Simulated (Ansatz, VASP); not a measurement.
# CaHf: VASP beside Ansatz, part 2 of 2

One calculation is typed for both programs; each brings its own data sets and cutoff. How far apart do they land? The cell is invented: As first built, before any earlier steps moved the atoms (in the runner's words): it takes the ZrHg structure with all of its atoms replaced by other elements, volume scaled by an estimate. It may not be a known or stable phase. The cell is taken from a series of VASP runs on this material, whose earlier steps may have relaxed, scaled or displaced it; both programs get it as it stands. Other levels of theory on this material are compared in a session of their own.

VASP 6.6.1 and Ansatz 0.2.0.

So far: Starting point; Ansatz: band structure, RPBE, spin-orbit coupling.

**3. VASP: band structure, RPBE, spin-orbit coupling**

Level of this step: RPBE, spin-orbit coupling; plane waves and PAW (Hf_pv, Ca_sv); invented cell (VASP).

The same cell, functional, mesh and smearing now go to VASP, with its own data sets and cutoff.

Lines of VASP's logs that name or quote its potential files are left out, and so is its time.

The input, INCAR:

```
SYSTEM = CaHf
PREC = Accurate
ENCUT = 400
EDIFF = 1E-06
NELM = 100
ISMEAR = 1
SIGMA = 0.2
LREAL = .FALSE.
ALGO = Normal
GGA = RP
LNONCOLLINEAR = .TRUE.
MAGMOM = 0 0 0 0 0 0
NBANDS = 32
GGA_COMPAT = .FALSE.
LASPH = .TRUE.
LSORBIT = .TRUE.
LMAXMIX = 4
LORBIT = 11
LWAVE = .FALSE.
LCHARG = .FALSE.
```

The input, POSCAR:

```
CaHf
1.0
    3.2929099165      0.0000000000      0.0000000000
    0.0000000000      3.2929099165      0.0000000000
    0.0000000000      0.0000000000      5.3264748179
Hf Ca
1 1
Direct
    0.5000000000      0.5000000000      0.5000000000
    0.0000000000      0.0000000000      0.0000000000
```

The input, KPOINTS:

```
Automatic mesh
0
Gamma
7 7 4
0 0 0
```

The input, KPOINTS_OPT:

```
Line mode
16
Line-mode
Reciprocal
  0.00000000   0.00000000   0.00000000 GAMMA
  0.00000000   0.50000000   0.00000000 X

  0.00000000   0.50000000   0.00000000 X
  0.50000000   0.50000000   0.00000000 M

  0.50000000   0.50000000   0.00000000 M
  0.00000000   0.00000000   0.00000000 GAMMA

  0.00000000   0.00000000   0.00000000 GAMMA
  0.00000000   0.00000000   0.50000000 Z

  0.00000000   0.00000000   0.50000000 Z
  0.00000000   0.50000000   0.50000000 R

  0.00000000   0.50000000   0.50000000 R
  0.50000000   0.50000000   0.50000000 A

  0.50000000   0.50000000   0.50000000 A
  0.00000000   0.00000000   0.50000000 Z

  0.00000000   0.50000000   0.00000000 X
  0.00000000   0.50000000   0.50000000 R

  0.50000000   0.50000000   0.00000000 M
  0.50000000   0.50000000   0.50000000 A
```

PAW data sets: Hf_pv and Ca_sv (PBE family, release 64).

Command:

```bash
$ mpirun -np 1 vasp_ncl
```

Numbers of over 12 decimals in the logs are rounded to 6 here.

The program printed:

```text
[banner, memory and clock lines left out]
running    1 mpi-ranks, on    1 nodes
 distrk:  each k-point on    1 cores,    1 groups
 distr:  one band on    1 cores,    1 groups

 POSCAR found type information on POSCAR HfCa
 POSCAR found :  2 types and       2 ions
|                                                                             |
|               ----> ADVICE to this user running VASP <----                  |
|                                                                             |
|     You enforced a specific xc type in the INCAR file but a different       |
|     [... a line on the potential file left out ...]
|     I HOPE YOU KNOW WHAT YOU ARE DOING!                                     |
|                                                                             |

 LDA part: xc-table for (Slater+PW92), standard interpolation
 POSCAR, INCAR and KPOINTS ok, starting setup
 FFT: planning ... GRIDC
 FFT: planning ... GRID_SOFT
 FFT: planning ... GRID
 WAVECAR not read
 entering main loop
       N       E                     dE             d eps       ncg     rms          rms(c)
DAV:   1     0.122760455591E+03    0.12276E+03   -0.90694E+03  1920   0.978E+02
DAV:   2    -0.452832960046E+01   -0.12729E+03   -0.12403E+03  2192   0.303E+02
DAV:   3    -0.113129586352E+02   -0.67846E+01   -0.66092E+01  3272   0.517E+01
DAV:   4    -0.117346045478E+02   -0.42165E+00   -0.42028E+00  2672   0.942E+00
DAV:   5    -0.117527506729E+02   -0.18146E-01   -0.18144E-01  2880   0.172E+00    0.361E+01
DAV:   6    -0.109005605018E+02    0.85219E+00   -0.55990E+00  2416   0.898E+00    0.233E+01
DAV:   7    -0.107608220765E+02    0.13974E+00   -0.99240E-01  2288   0.434E+00    0.129E+01
DAV:   8    -0.107749280600E+02   -0.14106E-01   -0.15324E-01  2488   0.221E+00    0.303E+00
DAV:   9    -0.107534855266E+02    0.21443E-01   -0.67040E-02  2600   0.994E-01    0.929E-01
DAV:  10    -0.107511896402E+02    0.22959E-02   -0.89787E-03  2424   0.457E-01    0.325E-01
DAV:  11    -0.107511942246E+02   -0.45845E-05   -0.71596E-04  2464   0.137E-01    0.143E-01
DAV:  12    -0.107511973935E+02   -0.31689E-05   -0.55760E-05  2984   0.356E-02    0.612E-02
DAV:  13    -0.107512011658E+02   -0.37722E-05   -0.18529E-05  2392   0.319E-02    0.282E-02
DAV:  14    -0.107512013131E+02   -0.14731E-06   -0.18537E-06  2320   0.846E-03
   1 F= -.10751201E+02 E0= -.10748987E+02  d E =-.664220E-02  mag=    -0.0000     0.0000     0.0000
 Start KPOINTS_OPT (optional k-point list driver)
k-point batch [1-30\144]
       N       E                     dE             ncg
DAV:   1    -0.620162798970E+04   -0.18378E+05     1944
DAV:   2    -0.100209605484E+05   -0.38193E+04     2160
DAV:   3    -0.102276339937E+05   -0.20667E+03     3224
DAV:   4    -0.102402746358E+05   -0.12641E+02     2824
DAV:   5    -0.102408201203E+05   -0.54548E+00     2864
DAV:   6    -0.102408346234E+05   -0.14503E-01     2776
DAV:   7    -0.102408350357E+05   -0.41231E-03     2920
DAV:   8    -0.102408350518E+05   -0.16116E-04     2592
DAV:   9    -0.102408350524E+05   -0.55718E-06     1776
[...]
k-point batch [121-144\144]
       N       E                     dE             ncg
DAV:   1    -0.189756923556E+04   -0.21462E+05     1560
DAV:   2    -0.479009872425E+04   -0.28925E+04     1648
DAV:   3    -0.493619202100E+04   -0.14609E+03     2504
DAV:   4    -0.494347468840E+04   -0.72827E+01     2184
DAV:   5    -0.494386556344E+04   -0.39088E+00     2344
DAV:   6    -0.494387322688E+04   -0.76634E-02     2224
DAV:   7    -0.494387345660E+04   -0.22972E-03     2416
DAV:   8    -0.494387346430E+04   -0.77031E-05     2040
DAV:   9    -0.494387346462E+04   -0.31849E-06     1416
```

OUTCAR, selected parts (step 3):

```text
ion  position               nearest neighbor table
   1  0.500  0.500  0.500-
   2  0.000  0.000  0.000-

  LATTYP: Found a simple tetragonal cell.
 ALAT       =     3.2929099165
 C/A-ratio  =     1.6175586193

 Subroutine GETGRP returns: Found 16 space group operations
 (whereof 16 operations were pure point group operations)

The static configuration has the point symmetry D_4h.

 Found     30 irreducible k-points:

   k-points           NKPTS =     30   k-points in BZ     NKDIM =     30   number of bands    NBANDS=     32

   dimension x,y,z NGX =    24 NGY =   24 NGZ =   36
   dimension x,y,z NGXF=    48 NGYF=   48 NGZF=   72

   ENCUT  =  400.0 eV  29.40 Ry    5.42 a.u.   5.37  5.37  8.69*2*pi/ulx,y,z

   NELECT =      20.0000    total number of electrons

 k-points in reciprocal lattice and weights: Automatic mesh
   0.00000000  0.00000000  0.00000000       0.005
   0.14285714  0.00000000  0.00000000       0.020
   0.28571429  0.00000000  0.00000000       0.020
   0.42857143  0.00000000  0.00000000       0.020
   0.14285714  0.14285714  0.00000000       0.020
   0.28571429  0.14285714  0.00000000       0.041
   0.42857143  0.14285714  0.00000000       0.041
   0.28571429  0.28571429  0.00000000       0.020
   0.42857143  0.28571429  0.00000000       0.041
[...]
0.42857143  0.28571429  0.50000000       0.041
   0.42857143  0.42857143  0.50000000       0.020

 average (electrostatic) potential at core
       1 -39.6704       2 -46.3265

 E-fermi :   3.3709

 k-point     1 :       0.0000    0.0000    0.0000
  band No.  band energies     occupation
    ...
     16      -2.1221      1.00000
     17       1.5841      1.00000
     18       1.5841      1.00000
     19       2.6480      1.00000
     20       2.6480      1.00000
     21       4.2081     -0.00000
     22       4.2081     -0.00000
     23       5.5630     -0.00000
     24       5.5630     -0.00000
     25       5.6805     -0.00000
    ...

 k-point     2 :       0.1429    0.0000    0.0000
  band No.  band energies     occupation
    ...
     16      -1.7427      1.00000
     17       1.8976      1.00000
     18       1.8976      1.00000
     19       2.8492      1.00070
     20       2.8492      1.00070
     21       3.8966     -0.00064
     22       3.8966     -0.00064
     23       5.4245     -0.00000
     24       5.4245     -0.00000
     25       5.6922     -0.00000
    ...

 k-point     3 :       0.2857    0.0000    0.0000
  band No.  band energies     occupation
    ...
     18       2.6103      1.00000
     19       3.1557      1.03134
     20       3.1557      1.03134
     21       3.3229      0.69685
     22       3.3229      0.69685
     23       4.7489     -0.00000
     24       4.7489     -0.00000
     25       5.6796     -0.00000
     26       5.6796     -0.00000
     27       6.2485     -0.00000
    ...

  Total       -0.0482158     -0.0482158      0.0566395      0.0000000      0.0000000      0.0000000
  in kB       -1.3375212     -1.3375212      1.5711956      0.0000000      0.0000000      0.0000000
  external PRESSURE =      -0.3679489 kB  Pullay stress =       0.0000000 kB

  energy-cutoff  :      400.00
  volume of cell :       57.76
      direct lattice vectors                 reciprocal lattice vectors
     3.292909917  0.000000000  0.000000000     0.303682769  0.000000000  0.000000000
     0.000000000  3.292909917  0.000000000     0.000000000  0.303682769  0.000000000
     0.000000000  0.000000000  5.326474818     0.000000000  0.000000000  0.187741430

 POSITION                                       TOTAL-FORCE (eV/Angst)
 -----------------------------------------------------------------------------------
      1.64645      1.64645      2.66324         0.000000      0.000000      0.000000
      0.00000      0.00000      0.00000         0.000000      0.000000      0.000000
 -----------------------------------------------------------------------------------
    total drift:                                0.000000     -0.000000     -0.000000

  FREE ENERGIE OF THE ION-ELECTRON SYSTEM (eV)
  ---------------------------------------------------
  free  energy   TOTEN  =       -10.7512013131 eV

  energy  without entropy=      -10.7445591127  energy(sigma->0) =      -10.74898725

 Spin-Orbit-Coupling matrix elements
 Ion:    1  E_soc:     -1.3850750
 Ion:    2  E_soc:     -0.0047179

 total charge
# of ion       s       p       d       tot
------------------------------------------
    1        0.392   6.261   1.406   8.059
    2        2.086   5.847   0.266   8.199
--------------------------------------------------
tot          2.478  12.108   1.672  16.258

 magnetization (x)
# of ion       s       p       d       tot
------------------------------------------
    1        0.000  -0.000   0.000   0.000
    2        0.000   0.000  -0.000  -0.000
--------------------------------------------------
tot          0.000  -0.000   0.000   0.000

 magnetization (y)
# of ion       s       p       d       tot
------------------------------------------
    1        0.000   0.000  -0.000   0.000
    2       -0.000   0.000   0.000  -0.000
--------------------------------------------------
tot          0.000   0.000  -0.000   0.000

 magnetization (z)
# of ion       s       p       d       tot
------------------------------------------
    1       -0.000  -0.000  -0.000  -0.000
    2       -0.000  -0.000   0.000   0.000
--------------------------------------------------
tot         -0.000  -0.000   0.000  -0.000

[... 3 further parts left out ...]
```

The run ends at a pressure of -0.04 GPa.

**4. Comparison**

Known differences besides the potentials themselves: spin-orbit coupling enters by fully relativistic files in Ansatz and inside the spheres in VASP; the data sets hold 36 valence electrons in Ansatz (fully relativistic PAW (standard-fr) files) and 20 in VASP; the cutoff is 420 eV in Ansatz and 400 eV in VASP; Ansatz makes its cores anew for this functional, VASP keeps those of its PBE data sets. Total energies have different zeros and are not compared.

Compared:

| quantity | Ansatz | VASP | difference |
| --- | --- | --- | --- |
| pressure (GPa) | 0.11 | -0.04 | +0.14 |

Levels from 3 eV below to 2 eV above the Fermi level differ by 22 meV r.m.s. and 99 meV at most; each VASP level is matched to the nearest of Ansatz, which flatters the figure a little.

**5. Results**

```yaml
r_m_s_difference_of_levels_near_the_fermi_level_band_structure_rpbe_spin_orbit_coupling: 22 meV
```

**Reading.** The r.m.s. difference of levels near the Fermi level is 22 meV (band structure, RPBE, spin-orbit coupling), within the 80 meV picked in this series as the mark of a large difference. 4 further runs of this series are not shown here. Such differences can come from data sets, numerical settings and the points named under the comparisons, not from the functional's error against experiment.

[Lines on the potential files, build, host, timing and source positions are cut from VASP's logs without a mark.]

[Logs are printed without paths, hosts, clocks, repeated set-up lines and the standing remarks that a program may print on its own settings, such as how far it seeks lower states.]

[Hosts, paths, dates, database ids (printed as entryN), source tags and the programs' standing remarks are cut or masked in the printed files.]
